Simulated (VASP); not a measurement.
Data:

```yaml
crystal:
  lattice:
    - [0.00000, 2.94227, 2.94227]
    - [2.94227, 0.00000, 2.94227]
    - [2.94227, 2.94227, 0.00000]
  atoms:
    - { symbol: Cu, position: [0.00000, 0.00000, 0.00000] }
    - { symbol: I, position: [0.25000, 0.25000, 0.25000] }
```

The numbers are results of PBE GGA, VASP's PBE PAW potentials (set 64) (plane waves; VASP), not measurements. Run with 500 eV cut-off, 8×8×8 Γ-centred mesh, Gaussian smearing of 0.050 eV, potentials Cu I.

Unless said otherwise, spin-orbit coupling is left out, though it shifts the bands of the heavy elements here.

**Question.** What does the run give for the energy per atom (σ→0), pressure, band gap (on the k-mesh) with the smallest direct gap where there is one?

**Answer.** 
```json
{
 "band gap (on the k-mesh)": "1.40 eV",
 "smallest direct gap (on the k-mesh)": "1.40 eV",
 "energy per atom (σ→0)": "-2.744 eV/atom",
 "pressure": "4.96 GPa"
}
```

Total energies compare only between runs with the same potentials, cut-off and functional.

The compound is CuI in the zinc blende structure. It was relaxed first under an external pressure of 5 GPa.
